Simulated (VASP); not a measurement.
VASP ran on this input.

KPOINTS:
```
Automatic mesh
0
Gamma
8 8 2
0 0 0
```

INCAR:
```
# general
SYSTEM  = Be3ZnSe4
PREC    = Accurate
ENCUT   = 400
LREAL   = .False.
LASPH   = .True.

# electronic loop
EDIFF   = 1E-7
NELM    = 100
ALGO    = Normal
LMAXMIX = 4

# smearing
ISMEAR  = -5

# functional
GGA     = PS

# ions
ISIF    = 2

# output
LWAVE   = .False.
LCHARG  = .True.
LORBIT  = 11
NEDOS   = 601

# other
LEFG    = .True.
```

**POSCAR**
```
Be3ZnSe4
1
    0.0000000000     2.6290311562     2.6290311562
    2.6290311562     0.0000000000     2.6290311562
   10.5471040139    10.5471040139    -0.0309793889
Zn Se Be
1 4 3
Direct
  0.0044341882   0.0044341882   0.9966743588
  0.2285800556   0.2285800556   0.0785649583
  0.2431530580   0.2431530580   0.3176352065
  0.2554961943   0.2554961943   0.5583778542
  0.2688782007   0.2688782007   0.7983413495
  0.9869778732   0.9869778732   0.2597665951
  0.0002029055   0.0002029055   0.4998478209
  0.0122775245   0.0122775245   0.7407918566
```

POTCAR, in this order: Zn Se Be (PBE.64 set). Program: vasp_std.

Question: Write an equivalent input for Ansatz.

Answer: One equivalent input (not run):
Ansatz 0.2 input:
```yaml
crystal:
  lattice:
    - [0.0000000, 2.6290312, 2.6290312]
    - [2.6290312, 0.0000000, 2.6290312]
    - [10.5471040, 10.5471040, -0.0309794]
  atoms:
    - { symbol: Zn, position: [0.0044342, 0.0044342, 0.9966744] }
    - { symbol: Se, position: [0.2285801, 0.2285801, 0.0785650] }
    - { symbol: Se, position: [0.2431531, 0.2431531, 0.3176352] }
    - { symbol: Se, position: [0.2554962, 0.2554962, 0.5583779] }
    - { symbol: Se, position: [0.2688782, 0.2688782, 0.7983413] }
    - { symbol: Be, position: [0.9869779, 0.9869779, 0.2597666] }
    - { symbol: Be, position: [0.0002029, 0.0002029, 0.4998478] }
    - { symbol: Be, position: [0.0122775, 0.0122775, 0.7407919] }
kpoints:
  mp_grid: { grid: [8, 8, 2] }
hamiltonian:
  xc: pbesol
  pseudopotentials: { kind: paw }
scf:
  occupations: { method: tetrahedron }
  max_iter: 100
output: { forces: true, stress: true, eigenvalues: true }
```
The two are equivalent in intent, not identical: each code has its own PAW files, so the cut-off isn't converted (ENCUT is set for VASP's; basis.ecutwfc is left out, and Ansatz then takes the one that its files recommend); Ansatz stops its SCF on the density residual and VASP on the energy change (EDIFF); the field gradients of LEFG aren't asked of the other code.

The structure was generated: Be3ZnSe4 was put into an ordered model structure (R3m), which need not be its known phase. It was relaxed first.
